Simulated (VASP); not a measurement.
```
CdZn3S4
1.0
   -0.00905     5.46893     5.48455
    5.46893    -0.00905     5.48455
    2.72994     2.72994     0.00000
Zn S Cd
3 4 1
Cartesian
  2.72994   2.72994   0.00593
  5.45431   2.73552   2.74341
  2.73552   5.45431   2.74341
  1.36497   1.36497   1.37462
  4.16809   1.29180   4.04448
  1.29180   4.16809   4.04448
  4.09492   4.09492   7.00338
  2.72994   2.72994   5.46302
```

Method: PBEsol GGA, VASP's PBE PAW potentials (set 64) (plane waves; VASP). Numerical set-up: 400 eV cut-off, 4×4×8 Γ-centred mesh, tetrahedra with Blöchl corrections, potentials Zn S Cd.

Problem. Tabulate the total density of states (states/eV per cell) against energy (eV; zero at the valence-band maximum or, without a gap, the Fermi level).

Solution. 
```
E (eV) | DOS (states/eV)
   -10.00 |  0.00
    -9.77 |  0.00
    -9.43 |  0.00
    -9.21 |  0.00
    -8.98 |  0.00
    -8.76 |  0.00
    -8.42 |  0.00
    -8.19 |  0.00
    -7.97 |  0.00
    -7.74 | ####### 13.1
    -7.40 | ################ 30.6
    -7.18 |  0.00
    -6.95 |  0.00
    -6.62 |  0.00
    -6.39 | ############################## 57.5
    -6.16 | ############## 27.1
    -5.94 | ###################### 41.6
    -5.60 |  0.00
    -5.38 |  0.02
    -5.15 |  0.77
    -4.92 | ### 5.13
    -4.59 | ## 4.14
    -4.36 | ### 5.39
    -4.14 | # 2.74
    -3.80 | # 2.42
    -3.57 | # 2.44
    -3.35 | # 1.44
    -3.12 | # 2.69
    -2.78 | ### 5.67
    -2.56 | #### 7.05
    -2.33 | ### 6.17
    -2.11 | #### 8.36
    -1.77 | ### 6.46
    -1.54 | #### 8.27
    -1.32 | ### 6.29
    -1.09 | ### 6.58
    -0.76 | ## 4.45
    -0.53 | ## 3.10
    -0.30 | # 2.19
     0.03 |  0.00
     0.26 |  0.00
     0.48 |  0.00
     0.71 |  0.00
     1.05 |  0.00
     1.27 |  0.00
     1.50 |  0.00
     1.72 |  0.00
     2.06 |  0.05
     2.29 |  0.10
     2.51 |  0.19
     2.85 |  0.43
     3.08 |  0.95
     3.30 | # 2.01
     3.53 | ## 3.32
     3.87 | ### 5.85
     4.09 | ### 5.64
     4.32 | ### 6.08
     4.54 | #### 6.71
     4.88 | ## 4.31
     5.10 | ## 2.96
```
Within 2 eV below the valence-band maximum the largest weight inside VASP's projection spheres is S p.

The structure was generated: CdZn3S4 was put into an ordered model structure (Amm2), which need not be its known phase. It was relaxed first.
